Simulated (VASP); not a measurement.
A convergence study with VASP on Hf (hcp): a few settings are varied, all else stays as given below, so the limit is that of these other settings. The cell's lengths are 1 % over those of the tabulated start and one atom is moved, so it is off equilibrium.

```xyz
2
Lattice="1.6110 -2.7902 0.0000 1.6110 2.7902 0.0000 0.0000 0.0000 5.1005" Properties=species:S:1:pos:R:3 pbc="T T T"
Hf     1.6110     0.9301     1.2751
Hf     1.6716    -0.9301     3.8254
```

Calculation: PBEsol GGA, VASP's PBE PAW potentials (set 64) (plane waves; VASP 6.6.1). The last row used: 550 eV cut-off, 11×11×6 Γ-centred mesh, first-order Methfessel-Paxton smearing of 0.10 eV, potentials Hf_pv.

| setting | E (eV/atom) | pressure (GPa) | electronic steps |
|---|---|---|---|
| ALGO = Normal, EDIFF = 1E-2 | -10.4708 | -6.44 | 9 |
| ALGO = Normal, EDIFF = 1E-3 | -10.4708 | -6.43 | 9 |
| ALGO = Normal, EDIFF = 1E-4 | -10.4708 | -6.33 | 10 |
| ALGO = Normal, EDIFF = 1E-5 | -10.4708 | -6.26 | 11 |
| ALGO = Normal, EDIFF = 1E-6 | -10.4708 | -6.29 | 12 |
| ALGO = Normal, EDIFF = 1E-7 | -10.4708 | -6.29 | 12 |
| ALGO = Normal, EDIFF = 1E-8 | -10.4708 | -6.29 | 13 |
| ALGO = Normal, EDIFF = 1E-9 | -10.4708 | -6.29 | 15 |
| ALGO = Fast, EDIFF = 1E-2 | -10.4707 | -5.82 | 9 |
| ALGO = Fast, EDIFF = 1E-3 | -10.4708 | -5.88 | 10 |
| ALGO = Fast, EDIFF = 1E-4 | -10.4708 | -6.81 | 11 |
| ALGO = Fast, EDIFF = 1E-5 | -10.4708 | -6.23 | 13 |
| ALGO = Fast, EDIFF = 1E-6 | -10.4708 | -6.27 | 14 |
| ALGO = Fast, EDIFF = 1E-7 | -10.4708 | -6.30 | 16 |
| ALGO = Fast, EDIFF = 1E-8 | -10.4708 | -6.29 | 19 |
| ALGO = Fast, EDIFF = 1E-9 | -10.4708 | -6.29 | 19 |
| ALGO = All, EDIFF = 1E-2 | -10.4701 | -6.18 | 10 |
| ALGO = All, EDIFF = 1E-3 | -10.4708 | -6.31 | 12 |
| ALGO = All, EDIFF = 1E-4 | -10.4708 | -6.31 | 13 |
| ALGO = All, EDIFF = 1E-5 | -10.4708 | -6.29 | 15 |
| ALGO = All, EDIFF = 1E-6 | -10.4708 | -6.29 | 19 |
| ALGO = All, EDIFF = 1E-7 | -10.4708 | -6.29 | 27 |
| ALGO = All, EDIFF = 1E-8 | -10.4708 | -6.29 | 29 |
| ALGO = All, EDIFF = 1E-9 | -10.4708 | -6.29 | 36 |

Left out are rungs that failed or repeat a setting and relaxations that didn't move; long series are thinned to 24 rows.

The compound is Hf in the hcp structure. The cell was not relaxed at this level, it is distorted from the ideal structure.
